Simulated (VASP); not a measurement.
VASP runs on BN (hex) share one base input (PBE GGA, plane waves, VASP's PBE PAW potentials (set 64)) and change the settings named in each case.

**POSCAR**
```
BN
13.58640
  0.0939939940  -0.1628024348   0.0000000000
  0.0939939940   0.1628024348   0.0000000000
  0.0000000000   0.0000000000   0.5000000000
B N
2 2
Direct
  0.3333330000   0.6666670000   0.2500000000
  0.6666670000   0.3333330000   0.7500000000
  0.6666670000   0.3333330000   0.2500000000
  0.3333330000   0.6666670000   0.7500000000
```

**KPOINTS**
```
Automatic mesh
0
Gamma
9 9 3
0 0 0
```

INCAR:
```
ALGO = Normal
EDIFF = 1E-6
ENCUT = 520
GGA = PE
ISIF = 2
ISMEAR = 0
LASPH = T
LCHARG = F
LREAL = F
LWAVE = F
NELM = 100
PREC = Accurate
SIGMA = 0.05
SYSTEM = BN
```

POTCAR, in this order: B N (PBE.64 set). Program: vasp_std.

```json
[
 {"change": "base run", "E(σ→0) (eV/atom)": "-8.7769", "−TS (eV)": "0.0000"},
 {"change": "NELECT = 15.5", "E(σ→0) (eV/atom)": "-8.9607", "−TS (eV)": "-0.0014"},
 {"change": "NELECT = 15.9", "E(σ→0) (eV/atom)": "-8.8215", "−TS (eV)": "-0.0014"},
 {"change": "NELECT = 15.98", "E(σ→0) (eV/atom)": "-8.7862", "−TS (eV)": "-0.0009"},
 {"change": "NELECT = 16.02", "E(σ→0) (eV/atom)": "-8.7463", "−TS (eV)": "-0.0007"},
 {"change": "NELECT = 16.1", "E(σ→0) (eV/atom)": "-8.6222", "−TS (eV)": "-0.0014"},
 {"change": "NELECT = 16.5", "E(σ→0) (eV/atom)": "-7.9832", "−TS (eV)": "-0.0045"}
]
```
 Charged cells carry a uniform compensating background.

Left out are runs that ran out of time, are held back, or changed the cell or the kind of run, fixed moments of cells without a moment, rows past the twelfth, gaps on odd meshes, pressures of charged cells and columns that move by less than the noise.

The compound is BN in the hex structure. The cell was not relaxed at this level.
